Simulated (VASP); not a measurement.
# Ga3BSb2 (P3m1) in VASP: single point with PBE

Aim: the single point of Ga3BSb2 with PBE.

All numbers are computed with VASP 6.6.1; they aren't measurements. Logs are shortened: lines on timing, memory, paths and dates and some standing lists are left out, and cuts for length are marked.

## Step 1: The crystal as given

The structure is trigonal, space group P3m1 (No. 156). Conventional cell: a = 3.756 Å, b = 3.756 Å, c = 10.774 Å, α = 90.00°, β = 90.00°, γ = 120.00°. Ga (site symmetry 3m) has 3 Ga at 2.83 Å and 3 Sb at 2.93 Å as nearest neighbours. Ga (site symmetry 3m) is surrounded by 3 Ga at 2.83 Å and 3 Sb at 3.20 Å. Ga (site symmetry 3m) is surrounded by 1 B at 2.09 Å. B (site symmetry 3m) is surrounded by 1 Ga at 2.09 Å and 3 Sb at 2.31 Å. Sb (site symmetry 3m) has 3 B at 2.31 Å as nearest neighbours. Around Sb (site symmetry 3m) lie 6 Ga at 2.79 to 2.93 Å.

The cell was built by a generator and needn't be a form met in nature.

## Step 2: Single point, PBE

File INCAR:

```
PREC = Normal
ENCUT = 520
EDIFF = 1E-5
ISMEAR = 0
SIGMA = 0.15
LREAL = Auto
LASPH = True
NELM = 80
ALGO = Fast
ISIF = 2
LWAVE = False
LCHARG = False
GGA = PE
NBANDS = 64
```

File KPOINTS:

```
Automatic mesh
0
Gamma
  7 7 2
```

File POSCAR:

```
Ga3BSb2
1.0
    7.5119880000      0.0000000000      0.0000000000
   -1.8779970000      3.2527870000      0.0000000000
    0.0000000000      0.0000000000     10.7742600000
Ga B Sb
6 2 4
Direct
    0.0000000000      0.0000000000      0.6636580000
    0.5000000000      0.0000000000      0.6636580000
    0.3333335000      0.3333330000      0.8330700000
    0.8333335000      0.3333330000      0.8330700000
    0.0000000000      0.0000000000      0.3178210000
    0.5000000000      0.0000000000      0.3178210000
    0.0000000000      0.0000000000      0.1239170000
    0.5000000000      0.0000000000      0.1239170000
    0.1666665000      0.6666670000      0.0508980000
    0.6666665000      0.6666670000      0.0508980000
    0.1666665000      0.6666670000      0.4806130000
    0.6666665000      0.6666670000      0.4806130000
```

Potentials or basis: VASP PAW PBE potentials, release 64 (Ga_d, B, Sb).

Run with:

```
$ cat potpaw_PBE.64/Ga_d/POTCAR potpaw_PBE.64/B/POTCAR potpaw_PBE.64/Sb/POTCAR > POTCAR
$ mpirun -np 1 vasp_std > vasp.out
```

OUTCAR:

```text
PREC = Normal
   ENCUT = 520
   EDIFF = 1E-5
   ISMEAR = 0
   LREAL = Auto
   LASPH = True
   NELM = 80
   ISIF = 2
   GGA = PE

 ion  position               nearest neighbor table
   1  0.000  0.000  0.664-   4 2.83   3 2.83   4 2.83  11 2.93  12 2.93  11 2.93
   2  0.500  0.000  0.664-   3 2.83   4 2.83   3 2.83  12 2.93  11 2.93  12 2.93
   3  0.333  0.333  0.833-   2 2.83   1 2.83   2 2.83  10 3.20   9 3.20   9 3.20
   4  0.833  0.333  0.833-   1 2.83   2 2.83   1 2.83   9 3.20  10 3.20  10 3.20
   5  0.000  0.000  0.318-   7 2.09  11 2.79  12 2.79  11 2.79
   6  0.500  0.000  0.318-   8 2.09  12 2.79  11 2.79  12 2.79
   7  0.000  0.000  0.124-   5 2.09   9 2.31  10 2.31   9 2.31
   8  0.500  0.000  0.124-   6 2.09  10 2.31   9 2.31  10 2.31
   9  0.167  0.667  0.051-   7 2.31   8 2.31   7 2.31   4 3.20   3 3.20   3 3.20  10 3.76  10 3.76
                            10 3.76  10 3.76
  10  0.667  0.667  0.051-   8 2.31   7 2.31   8 2.31   3 3.20   4 3.20   4 3.20   9 3.76   9 3.76
                             9 3.76   9 3.76
  11  0.167  0.667  0.481-   5 2.79   6 2.79   5 2.79   1 2.93   2 2.93   1 2.93  12 3.76  12 3.76
                            12 3.76  12 3.76
  12  0.667  0.667  0.481-   6 2.79   5 2.79   6 2.79   2 2.93   1 2.93   2 2.93  11 3.76  11 3.76
                            11 3.76  11 3.76

  Warning from LATTYP: Monoclinic adjustment (A1->A3, A2->A1, A3->A2)!
  LATTYP: Found a simple orthorhombic cell.
 ALAT       =     3.7559946751
 B/A-ratio  =     1.7320506000
 C/A-ratio  =     2.8685503926

  Lattice vectors:

 A1 = (   1.8779970000,  -3.2527870000,   0.0000000000)
 A2 = (   5.6339910000,   3.2527870000,   0.0000000000)
 A3 = (   0.0000000000,   0.0000000000,  10.7742600000)

Analysis of symmetry for initial positions (statically):
=====================================================================
 Subroutine PRICEL returns following result:

  LATTYP: Found a hexagonal cell.
 ALAT       =     3.7559940000
 C/A-ratio  =     2.8685509082

  Lattice vectors:

 A1 = (   3.7559940000,   0.0000000000,   0.0000000000)
 A2 = (  -1.8779970000,   3.2527870000,   0.0000000000)
 A3 = (   0.0000000000,   0.0000000000,  10.7742600000)

   2 primitive cells build up your supercell.

 Routine SETGRP: Setting up the symmetry group for a
 simple orthorhombic supercell.

 Subroutine GETGRP returns: Found  2 space group operations
 (whereof  2 operations were pure point group operations)
 out of a pool of  8 trial point group operations.

The static configuration has the point symmetry C_1h.

Analysis of symmetry for dynamics (positions and initial velocities):
=====================================================================
 Subroutine PRICEL returns following result:

  LATTYP: Found a hexagonal cell.
 ALAT       =     3.7559940000
 C/A-ratio  =     2.8685509082

  Lattice vectors:

 A1 = (   3.7559940000,   0.0000000000,   0.0000000000)
 A2 = (  -1.8779970000,   3.2527870000,   0.0000000000)
 A3 = (   0.0000000000,   0.0000000000,  10.7742600000)

   2 primitive cells build up your supercell.

 Routine SETGRP: Setting up the symmetry group for a
 simple orthorhombic supercell.

 Subroutine GETGRP returns: Found  2 space group operations
 (whereof  2 operations were pure point group operations)
 out of a pool of  8 trial point group operations.

The dynamic configuration has the point symmetry C_1h.

 Subroutine INISYM returns: Found  2 space group operations
 (whereof  2 operations are pure point group operations),
 and found     2 'primitive' translations

----------------------------------------------------------------------------------------

                                     Primitive cell

  volume of cell :     131.6340

  direct lattice vectors                    reciprocal lattice vectors
     3.755994000  0.000000000  0.000000000     0.266241107  0.153714338  0.000000000
    -1.877997000  3.252787000  0.000000000     0.000000000  0.307428676  0.000000000
     0.000000000  0.000000000 10.774260000     0.000000000  0.000000000  0.092813799

  length of vectors
     3.755994000  3.755994675 10.774260000     0.307428731  0.307428676  0.092813799

  position of ions in fractional coordinates (direct lattice)
     0.000000000  0.000000000  0.663658000
     0.666667000  0.333333000  0.833070000
     0.000000000  0.000000000  0.317821000
     0.000000000  0.000000000  0.123917000
     0.333333000  0.666667000  0.050898000
     0.333333000  0.666667000  0.480613000

  ion indices of the primitive-cell ions
   primitive index   ion index
                 1           1
                 2           4
                 3           5
                 4           7
                 5           9
                 6          11

----------------------------------------------------------------------------------------

 KPOINTS: Automatic mesh

Automatic generation of k-mesh.
 Grid dimensions read from file:
 generate k-points for:    7    7    2

 Generating k-lattice:

  Cartesian coordinates                     Fractional coordinates (reciprocal lattice)
     0.019017222  0.010979596  0.000000000     0.142857143  0.000000000  0.000000000
     0.000000000  0.043918382  0.000000000     0.000000000  0.142857143  0.000000000
     0.000000000  0.000000000  0.046406899     0.000000000  0.000000000  0.500000000

  Length of vectors
     0.021959195  0.043918382  0.046406899

  Shift w.r.t. Gamma in fractional coordinates (k-lattice)
     0.000000000  0.000000000  0.000000000

 Subroutine IBZKPT returns following result:
 ===========================================

 Found     32 irreducible k-points:

 Following reciprocal coordinates:
            Coordinates               Weight
  0.000000  0.000000  0.000000      1.000000
  0.142857  0.000000  0.000000      2.000000
  0.285714  0.000000  0.000000      2.000000
  0.428571  0.000000  0.000000      2.000000
  0.000000  0.142857  0.000000      4.000000
  0.142857  0.142857  0.000000      4.000000
[... 16 lines left out ...]
  0.285714  0.142857  0.500000      4.000000
 -0.142857  0.142857  0.500000      2.000000
 [... further k-points ...]
   k-points           NKPTS =     32   k-points in BZ     NKDIM =     32   number of bands    NBANDS=     64
   number of dos      NEDOS =    301   number of ions     NIONS =     12
   total plane-waves  NPLWV =  60480
   dimension x,y,z NGX =    42 NGY =   24 NGZ =   60
   dimension x,y,z NGXF=    84 NGYF=   48 NGZF=  120
   ions per type =               6   2   4
   NGX,Y,Z   is equivalent  to a cutoff of   9.29, 10.62,  9.26 a.u.
   NGXF,Y,Z  is equivalent  to a cutoff of  18.59, 21.25, 18.52 a.u.
 SYSTEM =  unknown system
   PREC   = normal    normal or accurate (medium, high low for compatibility)
   ISTART =      0    job   : 0-new  1-cont  2-samecut
   ICHARG =      2    charge: 1-file 2-atom 10-const
   ISPIN  =      1    spin polarized calculation?
   LNONCOLLINEAR =      F non collinear calculations
   LSORBIT =      F    spin-orbit coupling
   LASPH  =      T    aspherical Exc in radial PAW
   ENCUT  =  520.0 eV  38.22 Ry    6.18 a.u.  13.97  6.98 20.03*2*pi/ulx,y,z
   NELM   =     80;   NELMIN=  2; NELMDL= -5     # of ELM steps
   EDIFF  = 0.1E-04   stopping-criterion for ELM
   LREAL  =      T    real-space projection
   EDIFFG = 0.1E-03   stopping-criterion for IOM
   NSW    =      0    number of steps for IOM
   IBRION =     -1    ionic relax: 0-MD 1-quasi-New 2-CG
   NFREE  =      0    steps in history (QN), initial steepest desc. (CG)
   ISIF   =      2    stress and relaxation
   ISYM   =      2    0-nonsym 1-usesym 2-fastsym
   POTIM  = 0.5000    time-step for ionic-motion
   TEBEG  =    0.0;   TEEND  =   0.0 temperature during run
   PSTRESS=    0.0 pullay stress
   NELECT =     104.0000    total number of electrons
   NUPDOWN=      -1.0000    fix difference up-down
   EMIN   =  10.00;   EMAX   =-10.00  energy-range for DOS
   EFERMI =   0.00;   METHOD = LEGACY
   ISMEAR =     0;   SIGMA  =   0.15  broadening in eV -4-tet -1-fermi 0-gaus
   EFERMI_NEDOS =   21; number of points for ismear=-14 and -15
   IALGO  =     68    algorithm
   IMIX   =      4    mixing-type and parameters
     AMIX     =   0.40;   BMIX     =  1.00
     AMIX_MAG =   1.60;   BMIX_MAG =  1.00
  volume/ion in A,a.u.               =      21.94       148.05
  Fermi-wavevector in a.u.,A,eV,Ry     =   1.201213  2.269963 19.632013  1.442912
  Thomas-Fermi vector in A             =   2.337028
   LORBIT       =      0    0 simple, 1 ext, 2 COOP (PROOUT), +10 PAW based schemes
   GGA     = PE    functional components
   LHFCALC =     F    Hartree Fock is set to
   AEXX    =    0.0000 exact exchange contribution
   IVDW    =     0    specifies the selected vdW correction
   LEPSILON=     F    determine dielectric tensor
   LRPA    =     F    only Hartree local field effects (RPA)
 non-spin polarized calculation
 RMM-DIIS sequential band-by-band and
 Gauss-broadening in eV      SIGMA  =   0.15
  energy-cutoff  :      520.00
  volume of cell :      263.27
 maximum number of plane-waves:      7118
   NGX = 27   NGY = 13   NGZ = 41

 number of electron     104.0000185 magnetization

 Free energy of the ion-electron system (eV)
  ---------------------------------------------------
  ext. energy  EPLUGINS =         0.00000000
  ---------------------------------------------------
  free energy    TOTEN  =       -44.26270119 eV

  energy without entropy =      -44.21439983  energy(sigma->0) =      -44.23855051

 E-fermi :   5.6367     XC(G=0): -10.0408

 val. band max:        5.6153572754   @ k =   0.2857   0.0000   0.0000
 cond. band min:       5.6417577524   @ k =   0.1429   0.2857   0.5000
 fundamental gap:      0.0264004770
 Fermi energy:         5.6367330560

 k-point     1 :       0.0000    0.0000    0.0000
  band No.  band energies     occupation
      1      -9.3156      2.00000
      2      -9.3147      2.00000
      3      -9.3014      2.00000
      4      -9.2814      2.00000
      5      -9.2583      2.00000
      6      -9.2530      2.00000
[... 1597 lines left out ...]
     63       9.6551      0.00000
     64       9.9386      0.00000

 [... further k-points ...]
[... 5 lines left out ...]
  --------------------------------------------------------------------------------------
  -------------------------------------------------------------------------------------
  Total        0.1016323      0.1843623     -0.0734298     -0.0716462      0.0122604      0.0212357
  in kB        0.6185068      1.1219789     -0.4468736     -0.4360192      0.0746137      0.1292349
  external PRESSURE =       0.4312040 kB  Pullay stress =       0.0000000 kB

 VOLUME and BASIS-vectors are now :
 -----------------------------------------------------------------------------
  energy-cutoff  :      520.00
  volume of cell :      263.27
      direct lattice vectors                 reciprocal lattice vectors
     7.511988000  0.000000000  0.000000000     0.133120553  0.076857169  0.000000000
    -1.877997000  3.252787000  0.000000000     0.000000000  0.307428676  0.000000000
     0.000000000  0.000000000 10.774260000     0.000000000  0.000000000  0.092813799

 POSITION                                       TOTAL-FORCE (eV/Angst)
 -----------------------------------------------------------------------------------
      0.00000      0.00000      7.15042        -0.007780     -0.004492     -0.034023
      3.75599      0.00000      7.15042        -0.007780     -0.004492     -0.034023
      1.87800      1.08426      8.97571         0.005635      0.003254      0.042676
      5.63399      1.08426      8.97571         0.005635      0.003254      0.042676
      0.00000      0.00000      3.42429         0.002024      0.001168     -0.021964
      3.75599      0.00000      3.42429         0.002024      0.001168     -0.021964
      0.00000      0.00000      1.33511        -0.008411     -0.004856      0.083218
      3.75599      0.00000      1.33511        -0.008411     -0.004856      0.083218
     -0.00000      2.16853      0.54839         0.001109      0.000640     -0.040455
      3.75599      2.16853      0.54839         0.001109      0.000640     -0.040455
     -0.00000      2.16853      5.17825         0.007424      0.004286     -0.029451
      3.75599      2.16853      5.17825         0.007424      0.004286     -0.029451
 -----------------------------------------------------------------------------------
    total drift:                               -0.002040     -0.000444     -0.016960

  FREE ENERGIE OF THE ION-ELECTRON SYSTEM (eV)
  ---------------------------------------------------
  free  energy   TOTEN  =       -44.2627011890 eV

  energy  without entropy=      -44.2143998286  energy(sigma->0) =      -44.23855051
```

It took 5.9 min on 1 thread of Intel Xeon Platinum 8488C (Sapphire Rapids), shared host; peak memory 0.46 GiB.

Results:

| Property | Result |
| --- | --- |
| Free energy | -44.2627 eV |
| Pressure | 0.0 GPa |
| Largest force | 0.084 eV/Å |
| Band gap on the k mesh | none (metal or under the smearing width) |

Forces on the atoms (eV/Å):
```
Ga  -0.008 -0.004 -0.034
Ga  -0.008 -0.004 -0.034
Ga   0.006  0.003  0.043
Ga   0.006  0.003  0.043
Ga   0.002  0.001 -0.022
Ga   0.002  0.001 -0.022
B   -0.008 -0.005  0.083
B   -0.008 -0.005  0.083
Sb   0.001  0.001 -0.040
Sb   0.001  0.001 -0.040
Sb   0.007  0.004 -0.029
Sb   0.007  0.004 -0.029
```

Levels at points of the mesh, in eV from the Fermi level:
```csv
k point,band 47,band 48,band 49,band 50,band 51,band 52,band 53,band 54,band 55,band 56
"(0.00, 0.00, 0.00)",-0.60,-0.56,-0.56,-0.46,0.31,1.52,1.54,1.54,1.72,2.25
"(0.00, 0.00, 0.50)",-0.56,-0.56,-0.56,-0.31,0.66,1.54,1.54,1.65,2.05,2.23
```

Spin-orbit coupling is left out, which matters for the levels of Sb.
